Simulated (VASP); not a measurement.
VASP ran on this input.

INCAR:
```
! general
SYSTEM   = TiS2
PREC     = Accurate
ENCUT    = 520   ! plane-wave cut-off (eV)
LREAL    = .False.   ! projection in real space or not
LASPH    = .True.

! electronic loop
EDIFF    = 1E-7   ! SCF stop (eV)
NELM     = 100
ALGO     = Normal   ! blocked Davidson
LMAXMIX  = 4   ! l cut-off of mixed one-centre charges

! smearing
ISMEAR   = 1   ! Methfessel-Paxton
SIGMA    = 0.1   ! width (eV)

! functional
GGA      = MK
LUSE_VDW = .True.
AGGAC    = 0.0
PARAM1   = 0.1234568
PARAM2   = 0.7114
ZAB_VDW  = -1.8867

! ions
IBRION   = 2
NSW      = 30   ! most ionic steps
ISIF     = 4   ! ions and shape, fixed volume
EDIFFG   = -0.01   ! ionic stop

! output
LWAVE    = .False.
LCHARG   = .False.
```

KPOINTS:
```
Regular mesh
0
Gamma
  10 10 6
0 0 0
```

### POSCAR
```
TiS2
1.0
  1.6572898866  -2.8705106430   0.0000000000
  1.6572898866   2.8705106430   0.0000000000
  0.0000000000   0.0000000000   5.5755530816
Ti S
1 2
Direct
  0.0000000000   0.0000000000   0.0000000000
  0.3333330000   0.6666670000   0.2509534971
  0.6666670000   0.3333330000   0.7490465029
```

POTCAR, in this order: Ti_sv S (PBE.64 set). Program: vasp_std.

Q: Write an equivalent input for Quantum ESPRESSO's pw.x.

A: One equivalent input (not run):
```
&CONTROL
  calculation = 'vc-relax'
  pseudo_dir = './pseudo'
  outdir = './out'
  tprnfor = .true.
  tstress = .true.
  nstep = 30
  forc_conv_thr = 0.00039
/
&SYSTEM
  ibrav = 0
  nat = 3
  ntyp = 2
  ecutwfc = 84
  occupations = 'smearing'
  smearing = 'methfessel-paxton'
  degauss = 0.00735
  input_dft = 'vdw-df2-b86r'
/
&ELECTRONS
  conv_thr = 7.3e-09
  electron_maxstep = 100
/
&IONS
/
&CELL
  cell_dofree = 'shape'
/
ATOMIC_SPECIES
  Ti 47.867 Ti.upf
  S 32.060 S.upf
CELL_PARAMETERS angstrom
     1.6572899   -2.8705106    0.0000000
     1.6572899    2.8705106    0.0000000
     0.0000000    0.0000000    5.5755531
ATOMIC_POSITIONS crystal
  Ti   0.0000000  0.0000000  0.0000000
  S    0.3333330  0.6666670  0.2509535
  S    0.6666670  0.3333330  0.7490465
K_POINTS automatic
  10 10 6 0 0 0
```
Limits of the translation: the potentials are each code's own (VASP's PAW set, PseudoDojo norm-conserving files in pw.x), so ENCUT and ecutwfc are chosen apart and not converted; conv_thr bounds pw.x's estimated SCF error, while EDIFF bounds the energy change between steps; forc_conv_thr acts on force components and is met together with etot_conv_thr.

The compound is TiS2 in the 1T layered structure. This cell is one point of a volume scan, at 0.94 of the reference volume. Symmetry was kept, so distortions that lower it aren't found.
